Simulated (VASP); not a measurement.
Computed with r2SCAN meta-GGA, VASP's PBE PAW potentials (set 64) (plane waves; VASP).

The input files of a VASP run:

INCAR:
```
# general
SYSTEM   =  P
PREC     =  Accurate
ENCUT    =  500
LREAL    =  F
LASPH    =  T

# electronic loop
EDIFF    =  1E-6
NELM     =  100
ALGO     =  Normal
LMIXTAU  =  T

# smearing
ISMEAR   =  0
SIGMA    =  0.05

# functional
METAGGA  =  R2SCAN

# ions
IBRION   =  2
NSW      =  40
ISIF     =  3
EDIFFG   =  -0.02

# output
LWAVE    =  F
LCHARG   =  F
```

### KPOINTS
```
Automatic
0
G
 7 7 5
0 0 0
```

File POSCAR:
```
P
1.0
  1.6491964056  -5.4920355296   0.0000000000
  1.6491964056   5.4920355296   0.0000000000
  0.0000000000   0.0000000000   4.5317867092
P
4
Direct
  0.0953613852   0.9046386148   0.9115561647
  0.4046386148   0.5953613852   0.4115561647
  0.5953613852   0.4046386148   0.5884438353
  0.9046386148   0.0953613852   0.0884438353
```

POTCAR, in this order: P (PBE.64 set). Program: vasp_std.

Task: Estimate the energy per atom (σ→0).

Result: 
```json
{
 "energy per atom (σ→0)": "-866.4 kJ/mol of atoms"
}
```

**OSZICAR**
```
...
DAV:  13    -0.359163614938E+02   -0.24335E-02   -0.95051E-04  1662   0.284E-01    0.415E-02
DAV:  14    -0.359164497589E+02   -0.88265E-04   -0.23644E-05  1846   0.481E-02    0.351E-02
DAV:  15    -0.359165268829E+02   -0.77124E-04   -0.16562E-05  1650   0.433E-02    0.208E-02
DAV:  16    -0.359170838822E+02   -0.55700E-03   -0.39397E-04  1416   0.196E-01    0.564E-03
DAV:  17    -0.359170950290E+02   -0.11147E-04   -0.17050E-05  1692   0.347E-02    0.633E-03
DAV:  18    -0.359170934270E+02    0.16020E-05   -0.77359E-07   996   0.946E-03    0.392E-03
DAV:  19    -0.359170938302E+02   -0.40312E-06   -0.21012E-06  1036   0.130E-02
   1 F= -.35917094E+02 E0= -.35917094E+02  d E =-.359171E+02
```

The compound is P in the black structure. It was relaxed first, which changed the volume by +8 %.
